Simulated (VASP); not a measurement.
Output of a VASP run:

File OSZICAR:
```
       N       E                     dE             d eps       ncg     rms          rms(c)
DAV:   1     0.887975772418E+02    0.88798E+02   -0.92618E+03   910   0.173E+03
DAV:   2    -0.173430315491E+01   -0.90532E+02   -0.85919E+02   960   0.291E+02
DAV:   3    -0.765793574289E+01   -0.59236E+01   -0.58975E+01  1145   0.761E+01
DAV:   4    -0.772900382945E+01   -0.71068E-01   -0.71034E-01  1025   0.864E+00
DAV:   5    -0.772997257240E+01   -0.96874E-03   -0.96872E-03  1130   0.104E+00    0.103E+01
DAV:   6    -0.728687450873E+01    0.44310E+00   -0.11800E+00  1123   0.463E+01    0.762E+00
DAV:   7    -0.726587484905E+01    0.21000E-01   -0.52390E-01   940   0.828E+00    0.352E+00
DAV:   8    -0.726160152009E+01    0.42733E-02   -0.84376E-03  1115   0.127E+00    0.949E-01
DAV:   9    -0.726088915715E+01    0.71236E-03   -0.16919E-03  1055   0.596E-01    0.116E-01
DAV:  10    -0.726090970462E+01   -0.20547E-04   -0.17304E-04  1053   0.159E-01    0.821E-02
DAV:  11    -0.726093509002E+01   -0.25385E-04   -0.35643E-05   958   0.729E-02    0.164E-02
DAV:  12    -0.726093528020E+01   -0.19017E-06   -0.29309E-06  1017   0.478E-02
   1 F= -.32165432E+01 E0= -.32165432E+01  d E =-.321654E+01
```

### OUTCAR
```
------------------------ aborting loop because EDIFF is reached ----------------------------------------
  FORCE on cell =-STRESS in cart. coord.  units (eV):
  Direction    XX          YY          ZZ          XY          YZ          ZX
  --------------------------------------------------------------------------------------
  Total        4.0411174      4.0411174      4.0411174     -0.0000000      0.0000000      0.0000000
  in kB      199.8380671    199.8380671    199.8380671     -0.0000000      0.0000000      0.0000000
  external PRESSURE =      -0.1619329 kB  Pullay stress =     200.0000000 kB
  volume of cell :       32.40
      direct lattice vectors                 reciprocal lattice vectors
     0.000000000  2.530276290  2.530276290    -0.197606879  0.197606879  0.197606879
     2.530276290  0.000000000  2.530276290     0.197606879 -0.197606879  0.197606879
     2.530276290  2.530276290  0.000000000     0.197606879  0.197606879 -0.197606879
  FREE ENERGIE OF THE ION-ELECTRON SYSTEM (eV)
  ---------------------------------------------------
  free  energy   TOTEN  =        -7.2609352802 eV

  energy  without entropy=       -7.2609352802  energy(sigma->0) =       -7.26093528
  enthalpy is  TOTEN    =        -3.2165432400 eV   P V=        4.0443920402

 reached required accuracy - stopping structural energy minimisation
```
(Selected blocks of OUTCAR.)

**POSCAR**
```
ZnS
1
    0.0000000000     2.5302762904     2.5302762904
    2.5302762904     0.0000000000     2.5302762904
    2.5302762904     2.5302762904     0.0000000000
Zn S
1 1
Direct
  0.0000000000   0.0000000000   1.0000000000
  0.2500000000   0.2500000000   0.2500000000
```

Problem. Write an INCAR and KPOINTS that could have produced this output.

Solution. Several could match; the one computed here: the input of the run itself, PBEsol GGA, plane waves, VASP's PBE PAW potentials (set 64).

INCAR:
```
# general
SYSTEM  = ZnS
PREC    = Accurate
ENCUT   = 500   # plane-wave cut-off (eV)
LREAL   = .False.   # projection in real space or not
LASPH   = .True.

# electronic loop
EDIFF   = 1E-6   # SCF stop (eV)
NELM    = 100   # most electronic steps
ALGO    = Normal
LMAXMIX = 4

# smearing
ISMEAR  = 0   # Gaussian
SIGMA   = 0.05

# functional
GGA     = PS   # PBEsol

# ions
IBRION  = 2   # conjugate gradients
NSW     = 40   # most ionic steps
ISIF    = 3   # ions, shape and volume
EDIFFG  = -0.02   # ionic stop
PSTRESS = 200   # kbar

# output
LWAVE   = .False.
LCHARG  = .False.
```

**KPOINTS**
```
Automatic mesh
0
Gamma
9 9 9
0 0 0
```

POTCAR, in this order: Zn S (PBE.64 set). Program: vasp_std.

The structure was generated: ZnS was put into the zinc blende type (F-43m), which need not be its known phase. It was relaxed first under an external pressure of 20 GPa.
